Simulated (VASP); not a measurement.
VASP ran on this input.

**POSCAR**
```
Sb
1.0
  3.8651762534  -2.1504290574  -0.0277448413
  3.8651762534   2.1504290574  -0.0277448413
  2.6941434062   0.0000000000   3.5080325267
Sb
2
Cartesian
  2.4605930272   0.0000000000   0.8149365609
  7.9639028858   0.0000000000   2.6376062832
```

File KPOINTS:
```
Automatic mesh
0
Gamma
10 10 10
0 0 0
```

**INCAR**
```
! general
SYSTEM  = Sb
PREC    = Accurate
ENCUT   = 500
LREAL   = .False.
LASPH   = .True.

! electronic loop
EDIFF   = 1E-6
NELM    = 100
ALGO    = Normal
LMAXMIX = 4

! smearing
ISMEAR  = 1
SIGMA   = 0.1

! ions
IBRION  = 2
NSW     = 40
ISIF    = 3
EDIFFG  = -0.02

! output
LWAVE   = .False.
LCHARG  = .False.
```

POTCAR, in this order: Sb (LDA.64 set). Program: vasp_std.

### Question
Translate this LDA calculation to Ansatz.

### Answer
One equivalent input (not run):
Ansatz 0.2 input:
```yaml
crystal:
  lattice:
    - [3.8651763, -2.1504291, -0.0277448]
    - [3.8651763, 2.1504291, -0.0277448]
    - [2.6941434, 0.0000000, 3.5080325]
  atoms:
    - { symbol: Sb, position: [0.2360395, 0.2360395, 0.2360395] }
    - { symbol: Sb, position: [0.7639605, 0.7639605, 0.7639605] }
kpoints:
  mp_grid: { grid: [10, 10, 10] }
hamiltonian:
  xc: lda
  pseudopotentials: { kind: paw }
scf:
  occupations: { method: methfessel_paxton, width: 0.1 }
  max_iter: 100
relax:
  max_steps: 40
  f_tol: 0.02
  cell: {}
output: { forces: true, stress: true, eigenvalues: true }
```
The two are equivalent in intent, not identical: each code has its own PAW files, so the cut-off isn't converted (ENCUT is set for VASP's; basis.ecutwfc is left out, and Ansatz then takes the one that its files recommend); Ansatz stops its SCF on the density residual and VASP on the energy change (EDIFF); Ansatz's lda is the Perdew-Wang form, while the LDA potentials of VASP carry Perdew-Zunger's.

The compound is Sb in the a7 structure. It was relaxed first.
